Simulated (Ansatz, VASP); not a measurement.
This is a calculation of MgBe3 for VASP 6.6.1.

File run.py:

```python
from ase.calculators.vasp import Vasp
from ase.dft.bandgap import bandgap
from ase.io import read

atoms = read('MgBe3.xyz')
calc = Vasp(
    directory='calc',
    xc='pbe',
    pp='PBE',
    setups='minimal',
    prec='Accurate',
    encut=500,
    ediff=1e-06,
    ismear=0,
    sigma=0.05,
    lreal=False,
    lasph=True,
    nelm=100,
    algo='Normal',
    isif=2,
    lwave=False,
    lcharg=False,
    kpts=[6, 6, 7],
    gamma=True,
    nbands=18,
)
atoms.calc = calc

print('energy (eV):', atoms.get_potential_energy())
print('free energy (eV):', atoms.get_potential_energy(force_consistent=True))
print('forces (eV/A):')
print(atoms.get_forces())
print('stress (eV/A^3, Voigt):', atoms.get_stress())
print('Fermi level (eV):', calc.get_fermi_level())
gap, top, bottom = bandgap(calc)
print('band gap (eV):', gap, 'from (spin, k, band)', top, 'to', bottom)
```

File MgBe3.xyz:

```xyz
8
Lattice="5.4676023335 0.0000000000 0.0000000000 -2.7338011668 4.7350825186 0.0000000000 0.0000000000 0.0000000000 3.6278910000" Properties=species:S:1:pos:R:3 pbc="T T T"
Mg     2.7338011670      1.5783608394      0.9069727500
Mg    -0.0000000003      3.1567216792      2.7209182500
Be     1.6541110411      4.1117231339      0.9069727500
Be     0.0000000000      1.2467187693      0.9069727500
Be    -1.6541110412      4.1117231339      0.9069727500
Be     4.3879122079      0.6233593847      2.7209182500
Be     2.7338011667      3.4883637493      2.7209182500
Be     1.0796901256      0.6233593847      2.7209182500
```

Potentials or basis: VASP PAW PBE potentials, release 64 (Mg, Be).

Command:

```console
$ python run.py
```

Set up the same calculation for Ansatz 0.2.0. Potentials there: Ansatz PAW.

As run (the cutoff follows the program's own potentials):

The input input.yaml:

```yaml
crystal:
  lattice:
    - [5.4676023335, 0.0, 0.0]
    - [-2.7338011668, 4.7350825186, 0.0]
    - [0.0, 0.0, 3.627891]
  atoms:
    - { symbol: Mg, position: [0.6666666667, 0.3333333333, 0.25] }
    - { symbol: Mg, position: [0.3333333333, 0.6666666667, 0.75] }
    - { symbol: Be, position: [0.73670601, 0.868353005, 0.25] }
    - { symbol: Be, position: [0.131646995, 0.26329399, 0.25] }
    - { symbol: Be, position: [0.131646995, 0.868353005, 0.25] }
    - { symbol: Be, position: [0.868353005, 0.131646995, 0.75] }
    - { symbol: Be, position: [0.868353005, 0.73670601, 0.75] }
    - { symbol: Be, position: [0.26329399, 0.131646995, 0.75] }
hamiltonian:
  xc: pbe
  pseudopotentials: { kind: paw }
kpoints:
  mp_grid: { grid: [6, 6, 7] }
scf:
  occupations: { method: gaussian, width: 0.05 }
output:
  forces: true
  stress: true
  eigenvalues: true
```

Potentials or basis: Ansatz PAW.

Launch:

```console
$ ansatz run input.yaml --threads 4 --pin off --max-ram 11264MiB --backend cpu --events-out ev --progress --plain --runs-dir out
```

Both were run:

|  | VASP | Ansatz | Ansatz less VASP |
| --- | --- | --- | --- |
| gap on the k mesh at the Fermi level (eV) | none | none | - |
| pressure (GPa) | 0.1 | 0.1 | +0.01 |
| largest component of the traceless stress (GPa) | 0.26 | 0.23 | -0.030 |
| rms of the force components (eV/Å) | 0.020 | 0.012 | -0.0076 |

Atom by atom the forces differ by 0.008 eV/Å (rms over components). A gap of «none» marks a metal or a gap that the smearing closes. The two sets of potentials don't hold the same shells in valence.
